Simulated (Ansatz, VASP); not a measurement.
# Cross-check of Ba2CuP2O8 between VASP and Ansatz, part 3 of 5

One calculation is typed for both programs; each brings its own data sets. How far apart do they land? The cell is taken from a series of runs on this material, whose earlier steps may have relaxed, scaled, displaced or heated it; both programs get it as it stands. Valence electrons are named where the data sets of a main pair hold unlike numbers.

VASP 6.6.1 and Ansatz 0.2.0.

So far: Starting point; Ansatz: electric field gradients, LDA, DFT+U; VASP: electric field gradients, LDA, DFT+U.

### Step 3. VASP: electric field gradients, LDA, DFT+U (continued)

Level of this step: LDA, DFT+U (Cu d 5 eV), spin-polarised from a ferromagnetic start; plane waves and PAW (Ba_sv, Cu, P, O) (VASP).

Numbers of over 12 decimals in the logs are rounded to 6 here.

Parts of OUTCAR (step 3):

```text
ion  position               nearest neighbor table
   1  0.174  0.174  0.215-   7 2.64   8 2.74   9 2.78   9 2.78  11 2.88  12 2.88  10 2.93  13 2.93
                             6 3.01   5 3.44   5 3.44   4 3.45   4 3.53   2 4.48   2 4.65   2 4.65
   2  0.826  0.826  0.785-   8 2.64   7 2.74   6 2.78   6 2.78  10 2.88  13 2.88  12 2.93  11 2.93
                             9 3.01   4 3.44   4 3.44   5 3.45   5 3.53   1 4.48   1 4.65   1 4.65
   3  0.500  0.500  0.500-  10 1.94  11 1.94  12 1.94  13 1.94
   4  0.133  0.133  0.701-   8 1.51   6 1.54  10 1.56  13 1.56   2 3.44   2 3.44   1 3.45   1 3.53

  LATTYP: Found a base centered monoclinic cell.
 ALAT       =    12.2348194662
 B/A-ratio  =     0.4203886436
 C/A-ratio  =     0.5652681673
 COS(beta)  =    -0.2706296810

 Subroutine GETGRP returns: Found  4 space group operations
 (whereof  4 operations were pure point group operations)

The static configuration has the point symmetry C_2h.

 Found     10 irreducible k-points:

   k-points           NKPTS =     10   k-points in BZ     NKDIM =     10   number of bands    NBANDS=     65

   dimension x,y,z NGX =    50 NGY =   50 NGZ =   54
   dimension x,y,z NGXF=   100 NGYF=  100 NGZF=  108

   ENCUT  =  520.0 eV  38.22 Ry    6.18 a.u.  12.34 12.34 12.86*2*pi/ulx,y,z

   NELECT =      89.0000    total number of electrons

 k-points in reciprocal lattice and weights: Automatic mesh
   0.00000000  0.00000000  0.00000000       0.037
   0.33333333  0.00000000  0.00000000       0.148
   0.33333333  0.33333333  0.00000000       0.074
  -0.33333333  0.33333333  0.00000000       0.074
   0.00000000  0.00000000  0.33333333       0.074
   0.33333333  0.00000000  0.33333333       0.148
  -0.33333333  0.00000000  0.33333333       0.148
   0.33333333  0.33333333  0.33333333       0.074
  -0.33333333  0.33333333  0.33333333       0.148
  -0.33333333 -0.33333333  0.33333333       0.074

atom =   3  type =  2  l = 2

 onsite density matrix

spin component  1

  1.0252  0.0169  0.0000  0.0000  0.0000
  0.0169  0.9794  0.0000  0.0000  0.0000
  0.0000  0.0000  0.9641  0.0069  0.0005
  0.0000  0.0000  0.0069  0.9715  0.0032
  0.0000  0.0000  0.0005  0.0032  0.9789

spin component  2

  0.4389 -0.1931  0.0000  0.0000  0.0000
 -0.1931  0.9026  0.0000  0.0000  0.0000
  0.0000  0.0000  0.9606  0.0083  0.0005
  0.0000  0.0000  0.0083  0.9693  0.0034
  0.0000  0.0000  0.0005  0.0034  0.9778

 occupancies and eigenvectors

  o =  0.3691  v =  0.0000  0.0000  0.0000  0.0000  0.0000 -0.9403 -0.3403  0.0000  0.0000  0.0000      0.0000  0.0000  0.0000  0.0000  0.0000  0.0000  0.0000  0.0000  0.0000  0.0000
  o =  0.9555  v =  0.0000  0.0000  0.0000  0.0000  0.0000  0.0000  0.0000  0.8479 -0.5265  0.0621      0.0000  0.0000  0.0000  0.0000  0.0000  0.0000  0.0000  0.0000  0.0000  0.0000
  o =  0.9599  v =  0.0000  0.0000  0.8495 -0.5235  0.0654  0.0000  0.0000  0.0000  0.0000  0.0000      0.0000  0.0000  0.0000  0.0000  0.0000  0.0000  0.0000  0.0000  0.0000  0.0000
  o =  0.9725  v =  0.0000  0.0000  0.0000  0.0000  0.0000 -0.3403  0.9403  0.0000  0.0000  0.0000      0.0000  0.0000  0.0000  0.0000  0.0000  0.0000  0.0000  0.0000  0.0000  0.0000
  o =  0.9725  v =  0.0000  0.0000  0.0000  0.0000  0.0000  0.0000  0.0000  0.4806  0.7138 -0.5094      0.0000  0.0000  0.0000  0.0000  0.0000  0.0000  0.0000  0.0000  0.0000  0.0000
  o =  0.9738  v =  0.3129 -0.9498  0.0000  0.0000  0.0000  0.0000  0.0000  0.0000  0.0000  0.0000      0.0000  0.0000  0.0000  0.0000  0.0000  0.0000  0.0000  0.0000  0.0000  0.0000
  o =  0.9739  v =  0.0000  0.0000  0.4794  0.7141 -0.5101  0.0000  0.0000  0.0000  0.0000  0.0000      0.0000  0.0000  0.0000  0.0000  0.0000  0.0000  0.0000  0.0000  0.0000  0.0000
  o =  0.9797  v =  0.0000  0.0000  0.0000  0.0000  0.0000  0.0000  0.0000  0.2239  0.4617  0.8583      0.0000  0.0000  0.0000  0.0000  0.0000  0.0000  0.0000  0.0000  0.0000  0.0000
  o =  0.9808  v =  0.0000  0.0000  0.2203  0.4647  0.8576  0.0000  0.0000  0.0000  0.0000  0.0000      0.0000  0.0000  0.0000  0.0000  0.0000  0.0000  0.0000  0.0000  0.0000  0.0000
  o =  1.0308  v = -0.9498 -0.3129  0.0000  0.0000  0.0000  0.0000  0.0000  0.0000  0.0000  0.0000      0.0000  0.0000  0.0000  0.0000  0.0000  0.0000  0.0000  0.0000  0.0000  0.0000

 average (electrostatic) potential at core
       1 -35.2946       2 -35.2946       3 -69.9828       4 -88.7783       5 -88.7783
       6 -73.6303       7 -73.5778       8 -73.5778       9 -73.6303      10 -74.2075
      11 -74.2075      12 -74.2075      13 -74.2075

 E-fermi :   1.0931

 spin component 1
 k-point     1 :       0.0000    0.0000    0.0000
  band No.  band energies     occupation
    ...
     41       0.0672      1.00000
     42       0.0815      1.00000
     43       0.1597      1.00000
     44       0.3867      1.00000
     45       0.6995      1.00000
     46       4.9463      0.00000
     47       6.4142      0.00000
     48       7.4019      0.00000
     49       7.8533      0.00000
     50       7.8610      0.00000
    ...

 k-point     2 :       0.3333    0.0000    0.0000
  band No.  band energies     occupation
    ...
     41      -0.1031      1.00000
     42      -0.0212      1.00000
     43       0.0558      1.00000
     44       0.1302      1.00000
     45       0.5850      1.00000
     46       6.0917      0.00000
     47       6.8320      0.00000
     48       7.1722      0.00000
     49       7.3423      0.00000
     50       7.4678      0.00000
    ...

 k-point     3 :       0.3333    0.3333    0.0000
  band No.  band energies     occupation
    ...
     41       0.0249      1.00000
     42       0.1973      1.00000
     43       0.2342      1.00000
     44       0.4393      1.00000
     45       0.8640      1.00000
     46       5.6320      0.00000
     47       6.7765      0.00000
     48       7.1612      0.00000
     49       7.4920      0.00000
     50       7.5248      0.00000
    ...

 k-point     4 :      -0.3333    0.3333    0.0000
  band No.  band energies     occupation
    ...
     41      -0.0418      1.00000
     42       0.0072      1.00000
     43       0.1753      1.00000
     44       0.2160      1.00000
     45       0.5739      1.00000
     46       6.2545      0.00000
     47       6.9953      0.00000
     48       7.1061      0.00000
     49       7.3959      0.00000
     50       7.6234      0.00000
    ...

 k-point     5 :       0.0000    0.0000    0.3333
  band No.  band energies     occupation
    ...
     41       0.0503      1.00000
     42       0.1085      1.00000
     43       0.1267      1.00000
     44       0.5197      1.00000
     45       0.6679      1.00000
     46       5.4934      0.00000
     47       6.2578      0.00000
     48       7.1624      0.00000
     49       7.6789      0.00000
     50       7.9574      0.00000
    ...

 k-point     6 :       0.3333    0.0000    0.3333
  band No.  band energies     occupation
    ...
     41      -0.1020      1.00000
     42      -0.0601      1.00000
     43       0.0734      1.00000
     44       0.2568      1.00000
     45       0.4392      1.00000
     46       6.1217      0.00000
     47       6.8429      0.00000
     48       7.2410      0.00000
     49       7.4116      0.00000
     50       7.6870      0.00000
    ...

  Total       -5.1351066     -4.6236539     -3.6631107      0.0000000      0.0000000     -0.7442867
  in kB      -39.2742862    -35.3625972    -28.0161776      0.0000000      0.0000000     -5.6924486
  external PRESSURE =     -34.2176870 kB  Pullay stress =       0.0000000 kB

  energy-cutoff  :      520.00
  volume of cell :      209.48
      direct lattice vectors                 reciprocal lattice vectors
     6.117409733 -2.571689580  0.000000000     0.081733940 -0.194424710  0.022977053
     6.117409733  2.571689580  0.000000000     0.081733940  0.194424710  0.022977053
    -1.871662419  0.000000000  6.657874977     0.000000000  0.000000000  0.150198074

 POSITION                                       TOTAL-FORCE (eV/Angst)
 -----------------------------------------------------------------------------------
      1.72112      0.00000      1.43246         0.000145      0.000000      0.008462
      8.64203      0.00000      5.22541        -0.000145      0.000000     -0.008462
      5.18158      0.00000      3.32894         0.000000      0.000000      0.000000
      0.31119      0.00000      4.66976        -0.073517      0.000000     -0.041293
     10.05197      0.00000      1.98811         0.073517      0.000000      0.041293
      1.53792      0.00000      5.59619         0.049592      0.000000      0.020192
     11.33011      0.00000      1.17886         0.183117      0.000000     -0.150626
     -0.96695      0.00000      5.47901        -0.183117      0.000000      0.150626
      8.82523      0.00000      1.06168        -0.049592      0.000000     -0.020192
      6.54623      1.31856      3.74929        -0.173934     -0.338374     -0.136920
      3.81692      1.31856      2.90859         0.173934     -0.338374      0.136920
      3.81692     -1.31856      2.90859         0.173934      0.338374      0.136920
      6.54623     -1.31856      3.74929        -0.173934      0.338374     -0.136920
 -----------------------------------------------------------------------------------
    total drift:                               -0.000000      0.000000      0.000000

  FREE ENERGIE OF THE ION-ELECTRON SYSTEM (eV)
  ---------------------------------------------------
  free  energy   TOTEN  =       -98.1224625565 eV

  energy  without entropy=      -98.1224625565  energy(sigma->0) =      -98.12246256

 Electric field gradients after diagonalization (V/A^2)
 (convention: |V_zz| > |V_xx| > |V_yy|)
----------------------------------------------------------------------
 ion       V_xx      V_yy      V_zz     asymmetry (V_yy - V_xx)/ V_zz
----------------------------------------------------------------------
   1      37.659    20.830   -58.489       0.288
   2      37.659    20.830   -58.489       0.288
   3      51.427    47.485   -98.913       0.040
   4      18.472     1.884   -20.357       0.815
   5      18.472     1.884   -20.357       0.815
   6     -34.143   -33.868    68.011       0.004
   7     -37.710   -31.093    68.803       0.096
   8     -37.710   -31.093    68.803       0.096
   9     -34.143   -33.868    68.011       0.004
  10     -66.463   -17.308    83.770       0.587
  11     -66.463   -17.308    83.770       0.587
  12     -66.463   -17.308    83.770       0.587
  13     -66.463   -17.308    83.770       0.587
----------------------------------------------------------------------

 total charge
# of ion       s       p       d       tot
------------------------------------------
    1        1.995   5.624   0.240   7.859
    2        1.995   5.624   0.240   7.859
    3        0.353   0.370   9.148   9.870
    4        0.924   1.547   0.000   2.471
    5        0.924   1.547   0.000   2.471
    6        1.557   3.551   0.000   5.109
    7        1.559   3.576   0.000   5.136
    8        1.559   3.576   0.000   5.136
    9        1.557   3.551   0.000   5.109
   10        1.550   3.564   0.000   5.113
   11        1.550   3.564   0.000   5.113
   12        1.550   3.564   0.000   5.113
   13        1.550   3.564   0.000   5.113
--------------------------------------------------
tot         18.624  43.221   9.628  71.473

 magnetization (x)
# of ion       s       p       d       tot
------------------------------------------
    1       -0.000   0.000   0.000   0.000
    2       -0.000   0.000   0.000   0.000
    3       -0.002  -0.000   0.670   0.667
    4        0.000   0.002   0.000   0.002
    5        0.000   0.002   0.000   0.002
    6        0.000   0.016   0.000   0.016
    7       -0.000   0.001   0.000   0.001
    8       -0.000   0.001   0.000   0.001
    9        0.000   0.016   0.000   0.016
   10        0.005   0.057   0.000   0.063
   11        0.005   0.057   0.000   0.063
   12        0.005   0.057   0.000   0.063
   13        0.005   0.057   0.000   0.063
--------------------------------------------------
tot          0.020   0.267   0.670   0.957

[... 6 further parts left out ...]
```

The cell holds one magnetic atom, so no antiferromagnetic order fits into it. The atoms bear forces, and field gradients depend strongly on their positions. Harder data sets than Ba_sv exist (the GW ones), and pressures, volumes and forces can shift noticeably with them.

### Step 4. Side by side

Known differences besides the potentials themselves: VASP starts from the moments at which Ansatz ended; U acts on the PAW sphere in VASP and on atomic orbitals in Ansatz, so only states and trends compare; the two LDA forms differ slightly; the data sets hold 97 valence electrons in Ansatz (on its default PAW (the set named soft_2) files) and 89 in VASP; the cutoff is 420 eV in Ansatz and 520 eV in VASP; Ansatz adds the response of the frozen cores to the gradients, VASP leaves it out; VASP's log shows a relativistic correction to its local exchange, Ansatz's none; site moments are counted in spheres of each program's own size. Total energies have different zeros and are not compared.

Compared:

```tsv
quantity	Ansatz	VASP	difference
gap on the k mesh (eV)	1.240	1.565	-0.325
total moment (μB)	1.00	1.00	0.00
moment on Cu3 (μB)	0.62	0.67	-0.04
moment on O12 (μB)	0.06	0.06	0.00
moment on O11 (μB)	0.06	0.06	0.00
moment on O10 (μB)	0.06	0.06	0.00
moment on O13 (μB)	0.06	0.06	0.00
Vzz at Ba1 (V/Å²)	-54.9	-58.5	+3.6
Vzz at Ba2 (V/Å²)	-54.9	-58.5	+3.6
Vzz at Cu3 (V/Å²)	-71.1	-98.9	+27.8
Vzz at P4 (V/Å²)	-17.4	-20.4	+2.9
Vzz at P5 (V/Å²)	-17.4	-20.4	+2.9
Vzz at O6 (V/Å²)	68.6	68.0	+0.6
Vzz at O7 (V/Å²)	71.0	68.8	+2.2
Vzz at O8 (V/Å²)	71.0	68.8	+2.2
Vzz at O9 (V/Å²)	68.6	68.0	+0.6
Vzz at O10 (V/Å²)	85.7	83.8	+1.9
```

Forces on 7 of the 13 atoms, those with the largest forces and the largest differences (eV/Å; atoms numbered as in POSCAR):

```tsv
atom	Ansatz x, y, z	VASP x, y, z
O6	0.110, 0.000, 0.036	0.050, 0.000, 0.020
O7	0.302, 0.000, -0.242	0.183, 0.000, -0.151
O8	-0.302, 0.000, 0.242	-0.183, 0.000, 0.151
O10	0.042, -0.246, -0.130	-0.174, -0.338, -0.137
O11	-0.042, -0.246, 0.130	0.174, -0.338, 0.137
O12	-0.042, 0.246, 0.130	0.174, 0.338, 0.137
O13	0.042, 0.246, -0.130	-0.174, 0.338, -0.137
```

The forces differ by 85 meV/Å r.m.s., which is 59.7 % of the r.m.s. force of 0.142 eV/Å (both taken over all components). A gap on the mesh is an upper bound, since the band edges may lie between its points.

### Step 5. What the set-up changes

Further runs change the set-up of one program: Ansatz's method, potentials or start, or VASP's data sets, cutoff or form of LDA. The table gives Ansatz less VASP for each quantity, since a change that brings one quantity closer may part another.

```tsv
run	r.m.s. force difference (meV/Å)	gap on the k mesh (eV)	total moment (μB)	Vzz at Ba1 (V/Å²)	Vzz at Ba2 (V/Å²)	Vzz at Cu3 (V/Å²)
as above	85	-0.32	0	3.6	3.6	28
VASP with the data sets Ba_sv_GW, Cu_sv_GW, P_GW and O_GW and a cutoff of 750 eV	148	-0.57	0	-0.55	-0.55	16
VASP with the data sets Ba_sv, Cu, P_h and O_h and a cutoff of 1230 eV	86	-0.32	0	3.3	3.3	27
```

### Step 6. Ansatz: electric field gradients, PBEsol, DFT+U

Field gradients test the density near the nuclei, where the PAW reconstruction matters most.

The cell is taken from a series of runs on this material, whose earlier steps may have relaxed, scaled, displaced or heated it; both programs get it as it stands.

input.yaml

```yaml
crystal:
  lattice:
    - [6.1174097331, -2.57168958, 0.0]
    - [6.1174097331, 2.57168958, 0.0]
    - [-1.8716624189, 0.0, 6.6578749769]
  atoms:
    - { symbol: Ba, position: [0.17358797, 0.17358797, 0.21515299] }
    - { symbol: Ba, position: [0.82641203, 0.82641203, 0.78484701] }
    - { symbol: Cu, position: [0.5, 0.5, 0.5], spin: 1.0 }
    - { symbol: P, position: [0.13273214, 0.13273214, 0.701389] }
    - { symbol: P, position: [0.86726786, 0.86726786, 0.298611] }
    - { symbol: O, position: [0.2542845, 0.2542845, 0.84053763] }
    - { symbol: O, position: [0.95314137, 0.95314137, 0.1770632] }
    - { symbol: O, position: [0.04685863, 0.04685863, 0.8229368] }
    - { symbol: O, position: [0.7457155, 0.7457155, 0.15946237] }
    - { symbol: O, position: [0.36483697, 0.8775571, 0.56313542] }
    - { symbol: O, position: [0.1224429, 0.63516303, 0.43686458] }
    - { symbol: O, position: [0.63516303, 0.1224429, 0.43686458] }
    - { symbol: O, position: [0.8775571, 0.36483697, 0.56313542] }
magnetization:
  spin_polarized: true
kpoints:
  mp_grid: { grid: [3, 3, 3] }
scf:
  lower_state_search: "off"
  occupations: { method: fermi_dirac, width: 0.05 }
hamiltonian:
  xc: pbesol
  hubbard: [{ species: Cu, l: d, u_eff: 5 }]
output:
  efg:
    contact_densities: true
    quadrupole_moments_barn: { Ba: 0.236, Cu: -0.22, O: -0.02558 }
  forces: true
  eigenstates:
    nscf_kmesh: { grid: [3, 3, 3] }
    top_band: c81
    magnetocrystalline_anisotropy:
      directions: [[1, 0, 0], [0, 1, 0], [0, 0, 1], [1, 1, 0], [1, 0, 1], [0, 1, 1]]
```

Command:

```bash
ansatz run input.yaml --threads 4 --pin off --max-ram 9216MiB --backend cpu --events-out ev --progress --plain --runs-dir out
```

The program printed:

```text
[...]
Crystal: 13 atoms, lattice volume = 209.484 Å³
Basis set: ecut = 420 eV, 4103 PW (Γ), exchange–correlation on 90×90×96 points (8 copies of the dense FFT grid, shifted against one another)
Bands: 62, of which v1, the nominal top of the filled ones, is band 49 counted from 1 (48 counted from 0)
Symmetry: 4 space group operations
[...]
k-points: 10 of 27
[...]
k-point 0 ↑: bands = [... 45 lower, 4.3618, 4.4366, 4.6665, 5.0286, 9.4136, 10.8307, 11.7892, 12.2384, ... 9 higher]
  k-point 1 ↑: bands = [... 45 lower, 4.3864, 4.4134, 4.7929, 5.0089, 9.9616, 10.6863, 11.5574, 12.0286, ... 9 higher]
  k-point 2 ↑: bands = [... 45 lower, 4.2688, 4.3375, 4.4153, 4.8924, 10.5909, 11.2588, 11.5892, 11.7577, ... 9 higher]
  k-point 9 ↓: bands = [... 45 lower, 4.3130, 4.4112, 4.6712, 6.7087, 10.6494, 11.2468, 11.7100, 11.9897, ... 9 higher]
Occupation matrices written to <dir>
[key lines of the parts left out:]
SCF converged after 24 iterations
Magnetization: 1.0000 μB (49.0000 up, 48.0000 down)
Free energy (F): -24292.162844 eV
Fermi energy:    5.901257 eV
```

[end of part 3 of 5]

[Lines on the potential files, build, host, timing and source positions are cut from VASP's logs without a mark.]

[Logs are printed without paths, hosts, clocks, repeated set-up lines and the standing remarks that a program may print on its own settings, such as how far it seeks lower states.]

[Hosts, paths, dates, database ids (printed as entryN), source tags and the programs' standing remarks are cut or masked in the printed files.]
